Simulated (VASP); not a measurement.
PbO (relaxed from the CsCl type structure, space group Pm-3m) is relaxed at rising pressure, each step from the one before. Symmetry mostly holds the structure type, and other phases were not tried. The mesh follows the cell, and a change of mesh leaves a small step in the series.

Input:

Space group Pm-3m (No. 221); a = 3.1583 Å, b = 3.1583 Å, c = 3.1583 Å, α = 90.00°, β = 90.00°, γ = 90.00°

| atom | site | symmetry | x | y | z |
|---|---|---|---|---|---|
| Pb | 1a | m-3m | 0.0000 | 0.0000 | 0.0000 |
| O | 1b | m-3m | 0.5000 | 0.5000 | 0.5000 |

All values below come from PBEsol GGA, VASP's PBE PAW potentials (set 64) (plane waves; VASP 6.6.1). Run with 620 eV cut-off, 8×8×8 Γ-centred mesh, Gaussian smearing of 0.050 eV, potentials Pb_d O.

Unless said otherwise, spin-orbit coupling is left out, though it shifts the bands of the heavy elements here.

| P (GPa) | V (Å³/atom) | H − H(0) (eV/atom) | space group | k-mesh |
|---|---|---|---|---|
| 0 | 15.75 | 0.000 | Pm-3m | 8×8×8 |
| 5 | 15.11 | 0.481 | Pm-3m | 9×9×9 |
| 10 | 14.58 | 0.945 | Pm-3m | 9×9×9 |
| 20 | [?] | [?] | Pm-3m | 9×9×9 |
| 30 | 13.15 | 2.670 | Pm-3m | 9×9×9 |
| 45 | [?] | [?] | Pm-3m | 9×9×9 |

Question: What belongs in the gaps?

Answer: 
- 45, V (Å³/atom): 12.43
- 45, H − H(0) (eV/atom): 3.866
- 20, V (Å³/atom): 13.78
- 20, H − H(0) (eV/atom): 1.829

Pressures at which the relaxation failed are left out.

The structure was generated: PbO was put into the CsCl type type (Pm-3m), which need not be its known phase.
